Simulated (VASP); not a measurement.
Output of a VASP run:

**OUTCAR**
```
 ion  position               nearest neighbor table
   1  0.333  0.667  0.247-   5 2.64   5 2.64   5 2.64   4 2.74   3 3.05   3 3.05   3 3.05
   2  0.667  0.333  0.753-   4 2.64   4 2.64   4 2.64   5 2.74   3 3.05   3 3.05   3 3.05
   3  0.000  0.000  0.000-   1 3.05   2 3.05   1 3.05   2 3.05   2 3.05   1 3.05
   4  0.333  0.667  0.647-   2 2.64   2 2.64   2 2.64   1 2.74
   5  0.667  0.333  0.353-   1 2.64   1 2.64   1 2.64   2 2.74
  LATTYP: Found a hexagonal cell.
 ALAT       =     4.4009000000
 C/A-ratio  =     1.5581512872
 Subroutine PRICEL returns:
 Original cell was already a primitive cell.
 Subroutine GETGRP returns: Found 12 space group operations
The static configuration has the point symmetry D_3d.
The dynamic configuration has the point symmetry D_3d.
 Subroutine INISYM returns: Found 12 space group operations
 Subroutine IBZKPT returns following result:
 Found     12 irreducible k-points:

 Following reciprocal coordinates:
            Coordinates               Weight
  0.000000  0.000000  0.000000      1.000000
  0.200000  0.000000  0.000000      6.000000
  0.400000 -0.000000  0.000000      6.000000
  0.200000  0.200000  0.000000      6.000000
  0.400000  0.200000  0.000000      6.000000
  0.000000  0.000000  0.333333      2.000000
  0.200000  0.000000  0.333333      6.000000
  0.000000  0.200000  0.333333      6.000000
  0.400000 -0.000000  0.333333      6.000000
  0.000000  0.400000  0.333333      6.000000
  0.200000  0.200000  0.333333     12.000000
  0.400000  0.200000  0.333333     12.000000
   k-points           NKPTS =     12   k-points in BZ     NKDIM =     12   number of bands    NBANDS=     22
   number of dos      NEDOS =    301   number of ions     NIONS =      5
   total plane-waves  NPLWV =  43200
   dimension x,y,z NGX =    30 NGY =   30 NGZ =   48
   dimension x,y,z NGXF=    60 NGYF=   60 NGZF=   96
   ions per type =               2   3
   PREC   = accura    normal or accurate (medium, high low for compatibility)
   ISTART =      0    job   : 0-new  1-cont  2-samecut
   ICHARG =      2    charge: 1-file 2-atom 10-const
   ISPIN  =      1    spin polarized calculation?
   LNONCOLLINEAR =      F non collinear calculations
   LSORBIT =      F    spin-orbit coupling
   INIWAV =      1    electr: 0-lowe 1-rand  2-diag
   ENCUT  =  400.0 eV  29.40 Ry    5.42 a.u.   7.18  7.18 11.18*2*pi/ulx,y,z
   NELM   =    100;   NELMIN=  2; NELMDL= -5     # of ELM steps
   EDIFF  = 0.1E-05   stopping-criterion for ELM
   LREAL  =      F    real-space projection
   NLSPLINE    = F    spline interpolate recip. space projectors
   LMAXMIX     =    6 max onsite mixed and CHGCAR
   VOSKOWN=      0    Vosko Wilk Nusair interpolation
   EDIFFG = 0.1E-04   stopping-criterion for IOM
   NSW    =      0    number of steps for IOM
   NBLOCK =      1;   KBLOCK =      1    inner block; outer block
   IBRION =     -1    ionic relax: 0-MD 1-quasi-New 2-CG
   NFREE  =      0    steps in history (QN), initial steepest desc. (CG)
   ISIF   =      2    stress and relaxation
   ISYM   =      2    0-nonsym 1-usesym 2-fastsym
   TEIN   =    0.0    initial temperature
   TEBEG  =    0.0;   TEEND  =   0.0 temperature during run
   SMASS  =  -3.00    Nose mass-parameter (am)
   PSTRESS=    0.0 pullay stress
   NELECT =      36.0000    total number of electrons
   EFERMI =   0.00;   METHOD = LEGACY
   ISMEAR =     0;   SIGMA  =   0.05  broadening in eV -4-tet -1-fermi 0-gaus
   IALGO  =     38    algorithm
   LDIAG  =      T    sub-space diagonalisation (order eigenvalues)
   IMIX   =      4    mixing-type and parameters
     AMIX     =   0.40;   BMIX     =  1.00
     AMIX_MAG =   1.60;   BMIX_MAG =  1.00
     AMIN     =   0.10
   GGA     = PE    functional components
   VOSKOWN =     0    Vosko Wilk Nusair interpolation
   LHFCALC =     F    Hartree Fock is set to
   LHFONE  =     F    Hartree Fock one center treatment
   AEXX    =    0.0000 exact exchange contribution
   IVDW    =     0    specifies the selected vdW correction
   LEPSILON=     F    determine dielectric tensor
   LRPA    =     F    only Hartree local field effects (RPA)
...
```

**OSZICAR**
```
       N       E                     dE             d eps       ncg     rms          rms(c)
DAV:   1     0.207249755576E+03    0.20725E+03   -0.14094E+04   528   0.120E+03
DAV:   2    -0.930175050064E+00   -0.20818E+03   -0.20241E+03   614   0.385E+02
DAV:   3    -0.313405308192E+02   -0.30410E+02   -0.28383E+02   710   0.840E+01
DAV:   4    -0.326139916192E+02   -0.12735E+01   -0.12709E+01   696   0.211E+01
DAV:   5    -0.326578056132E+02   -0.43814E-01   -0.43799E-01   720   0.375E+00    0.328E+01
DAV:   6    -0.312913745057E+02    0.13664E+01   -0.44405E+00   744   0.964E+00    0.223E+01
DAV:   7    -0.313341672269E+02   -0.42793E-01   -0.17157E+00   762   0.670E+00    0.286E+00
DAV:   8    -0.312744868082E+02    0.59680E-01   -0.50756E-01   720   0.348E+00    0.741E-01
DAV:   9    -0.312759679324E+02   -0.14811E-02   -0.16962E-02   666   0.785E-01    0.352E-01
DAV:  10    -0.312764910470E+02   -0.52311E-03   -0.74670E-04   664   0.209E-01    0.115E-01
DAV:  11    -0.312767878237E+02   -0.29678E-03   -0.29575E-04   660   0.108E-01    0.445E-02
DAV:  12    -0.312768291039E+02   -0.41280E-04   -0.50595E-05   664   0.413E-02    0.146E-02
DAV:  13    -0.312768432909E+02   -0.14187E-04   -0.21225E-05   672   0.252E-02    0.555E-03
DAV:  14    -0.312768435476E+02   -0.25666E-06   -0.87253E-07   452   0.670E-03
   1 F= -.31276844E+02 E0= -.31276844E+02  d E =-.126179E-13
```

**OUTCAR**
```
------------------------ aborting loop because EDIFF is reached ----------------------------------------
  FORCE on cell =-STRESS in cart. coord.  units (eV):
  Direction    XX          YY          ZZ          XY          YZ          ZX
  --------------------------------------------------------------------------------------
  Total        0.9302953      0.9302952      1.8391414      0.0000000      0.0000000     -0.0000000
  in kB       12.9588564     12.9588550     25.6189289      0.0000000      0.0000000     -0.0000000
  external PRESSURE =      17.1788801 kB  Pullay stress =       0.0000000 kB
  volume of cell :      115.02
      direct lattice vectors                 reciprocal lattice vectors
     4.400900000  0.000000000  0.000000000     0.227226249  0.131189143  0.000000000
    -2.200450000  3.811291000  0.000000000     0.000000000  0.262378286  0.000000000
     0.000000000  0.000000000  6.857268000     0.000000000  0.000000000  0.145830672
 POSITION                                       TOTAL-FORCE (eV/Angst)
 -----------------------------------------------------------------------------------
     -0.00000      2.54086      1.69169        -0.000000      0.000000     -0.364332
      2.20045      1.27043      5.16558         0.000000      0.000000      0.364332
      0.00000      0.00000      0.00000         0.000000      0.000000     -0.000000
     -0.00000      2.54086      4.43665        -0.000000      0.000000     -0.047576
      2.20045      1.27043      2.42062         0.000000     -0.000000      0.047576
 -----------------------------------------------------------------------------------
    total drift:                               -0.000000      0.000000      0.000000
  FREE ENERGIE OF THE ION-ELECTRON SYSTEM (eV)
  ---------------------------------------------------
  free  energy   TOTEN  =       -31.2768435476 eV

  energy  without entropy=      -31.2768435476  energy(sigma->0) =      -31.27684355
```
(Selected blocks of OUTCAR.)

### POSCAR
```
Dy2S3
1
    4.4009000000     0.0000000000     0.0000000000
   -2.2004500000     3.8112910000     0.0000000000
    0.0000000000     0.0000000000     6.8572680000
Dy S
2 3
Direct
  0.3333330000   0.6666670000   0.2467000000
  0.6666670000   0.3333330000   0.7533000000
  0.0000000000   0.0000000000   0.0000000000
  0.3333330000   0.6666670000   0.6470000000
  0.6666670000   0.3333330000   0.3530000000
```

Reconstruct the remaining input files.

Several could match; the one computed here: the input of the run itself, PBE GGA, plane waves, VASP's PBE PAW potentials (set 64).

### KPOINTS
```
K-points
0
Gamma
5 5 3
0 0 0
```

**INCAR**
```
! general
SYSTEM   =  Dy2S3
PREC     =  Accurate
ENCUT    =  400
LREAL    =  .FALSE.   ! projection in real space or not
LASPH    =  .TRUE.   ! aspherical one-centre terms

! electronic loop
EDIFF    =  1E-6   ! SCF stop (eV)
NELM     =  100   ! most electronic steps
ALGO     =  Normal   ! blocked Davidson
LMAXMIX  =  6

! smearing
ISMEAR   =  0   ! Gaussian
SIGMA    =  0.05   ! width (eV)

! functional
GGA      =  PE   ! PBE

! ions
ISIF     =  2   ! forces and stress, cell fixed

! output
LWAVE    =  .FALSE.
LCHARG   =  .FALSE.
```

POTCAR, in this order: Dy_3 S (PBE.64 set). Program: vasp_std.

The 4f electrons are frozen in the core of the lanthanide potential, so 4f levels, which can set the real gap, and their magnetism are missing.

The structure was generated: Dy2S3 was put into the A-La2O3 type (P-3m1), which need not be its known phase. The cell was not relaxed at this level.
